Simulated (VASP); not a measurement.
OSZICAR of a VASP run on Ho (hcp):

**OSZICAR**
```
       N       E                     dE             d eps       ncg     rms          rms(c)
DAV:   1     0.889445066771E+02    0.88945E+02   -0.82883E+03  2192   0.129E+03
DAV:   2    -0.368045047384E+01   -0.92625E+02   -0.91207E+02  2849   0.550E+02
DAV:   3    -0.875175481157E+01   -0.50713E+01   -0.48060E+01  3243   0.963E+01
DAV:   4    -0.898274381329E+01   -0.23099E+00   -0.22162E+00  3431   0.127E+01
DAV:   5    -0.898868038050E+01   -0.59366E-02   -0.58252E-02  3263   0.219E+00    0.249E+01
DAV:   6    -0.899350234932E+01   -0.48220E-02   -0.24138E-02  3323   0.207E+00    0.149E+01
DAV:   7    -0.900384280803E+01   -0.10340E-01   -0.43065E-02  3179   0.291E+00    0.303E-01
DAV:   8    -0.900359911891E+01    0.24369E-03   -0.25736E-03  2865   0.566E-01    0.673E-02
DAV:   9    -0.900361554737E+01   -0.16428E-04   -0.20821E-04  3339   0.173E-01    0.328E-02
DAV:  10    -0.900360928398E+01    0.62634E-05   -0.26871E-05  3315   0.541E-02    0.424E-02
DAV:  11    -0.900360996589E+01   -0.68191E-06   -0.24460E-06  3154   0.156E-02    0.332E-03
DAV:  12    -0.900361017433E+01   -0.20844E-06   -0.18305E-07  1941   0.546E-03    0.188E-03
DAV:  13    -0.900361014224E+01    0.32086E-07   -0.40523E-08  1713   0.548E-03
   1 F= -.97102557E+01 E0= -.97092723E+01  d E =-.971026E+01
       N       E                     dE             d eps       ncg     rms          rms(c)
DAV:   1    -0.900811870418E+01   -0.45085E-02   -0.16070E-01  2921   0.365E+00    0.267E-01
DAV:   2    -0.900614471469E+01    0.19740E-02   -0.44721E-03  3165   0.830E-01    0.173E-01
DAV:   3    -0.900520061844E+01    0.94410E-03   -0.11549E-03  3499   0.326E-01    0.962E-02
DAV:   4    -0.900520107099E+01   -0.45255E-06   -0.16063E-04  3033   0.105E-01    0.404E-02
DAV:   5    -0.900520124687E+01   -0.17588E-06   -0.75497E-06  3638   0.325E-02    0.488E-03
DAV:   6    -0.900520112509E+01    0.12178E-06   -0.34230E-07  2546   0.537E-03    0.149E-03
DAV:   7    -0.900520108981E+01    0.35277E-07   -0.28946E-08  1533   0.308E-03
   2 F= -.97118173E+01 E0= -.97110133E+01  d E =-.156160E-02
       N       E                     dE             d eps       ncg     rms          rms(c)
DAV:   1    -0.900884537953E+01   -0.36443E-02   -0.16739E-01  2901   0.372E+00    0.274E-01
DAV:   2    -0.900675021662E+01    0.20952E-02   -0.46748E-03  3137   0.851E-01    0.180E-01
DAV:   3    -0.900576107249E+01    0.98914E-03   -0.11979E-03  3483   0.331E-01    0.103E-01
DAV:   4    -0.900575965296E+01    0.14195E-05   -0.16913E-04  3083   0.107E-01    0.420E-02
DAV:   5    -0.900575972561E+01   -0.72650E-07   -0.74261E-06  3590   0.315E-02    0.474E-03
DAV:   6    -0.900575960569E+01    0.11992E-06   -0.37450E-07  2626   0.558E-03    0.122E-03
DAV:   7    -0.900575957359E+01    0.32099E-07   -0.31124E-08  1508   0.302E-03
   3 F= -.97123504E+01 E0= -.97118136E+01  d E =-.209469E-02
```

Question: Which electronic solver shows in the log?

Answer: It is blocked Davidson (ALGO = Normal, or the opening steps of other solvers). The INCAR had ALGO = Normal.

Question: Can the final energy be trusted as converged?

Answer: The calculation finished and met its thresholds. It stopped with EDIFF = 1E-7, NELM = 100, NSW = 30 and EDIFFG = -0.01 after 3 ionic steps (PBE GGA with D3 dispersion (Becke-Johnson damping), plane waves, VASP's PBE PAW potentials (set 64)). The 4f electrons are frozen in the core of the lanthanide potential, so 4f levels, which can set the real gap, and their magnetism are missing.

The compound is Ho in the hcp structure. This run relaxes it. Symmetry was kept, so distortions that lower it aren't found.
